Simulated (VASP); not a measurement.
SnO2 (rutile), at 1.04 of the tabulated volume:

```yaml
crystal:
  lattice:
    - [4.80238, 0.00000, 0.00000]
    - [0.00000, 4.80238, 0.00000]
    - [0.00000, 0.00000, 3.23198]
  atoms:
    - { symbol: Sn, position: [0.00000, 0.00000, 0.00000] }
    - { symbol: Sn, position: [0.50000, 0.50000, 0.50000] }
    - { symbol: O, position: [0.30700, 0.30700, 0.00000] }
    - { symbol: O, position: [0.80700, 0.19300, 0.50000] }
    - { symbol: O, position: [0.19300, 0.80700, 0.50000] }
    - { symbol: O, position: [0.69300, 0.69300, 0.00000] }
```

The lowest empty band near Γ, direction in plane, from PBE with spin-orbit coupling in VASP (PAW); its two spin partners are averaged. The gap over the points computed is 0.80 eV, and the next band on that side lies 4.96 eV away at the edge.

Settings: 520 eV cut-off, 5×5×8 Γ-centred mesh, Gaussian smearing of 0.050 eV, potentials Sn_d O.

| distance from the edge in k (1/Å) | distance in energy (meV) |
|---|---|
| 0.012 | 3.0 |
| 0.018 | 6.9 |
| 0.025 | 13.2 |
| 0.035 | 25.8 |
| 0.050 | 51.9 |
| 0.070 | 99.3 |

Task: Fit E(1 + αE) = ħ²k²/2m* (ħ²/2m0 = 3.810 eV Å²) and predict the row at 0.095 1/Å.

Result: Least squares on the energies gives the electron mass m* = 0.179 m0 and α = 0.53 per eV, and so 176.1 meV. The run gave 176.1 meV, -0.0 meV from the fit.

Left out are points under 3 meV from the edge, since the levels carry 0.1 meV, and points farther than half the way to the next band.

The compound is SnO2 in the rutile structure. The cell was not relaxed at this level, forces remain on its atoms.
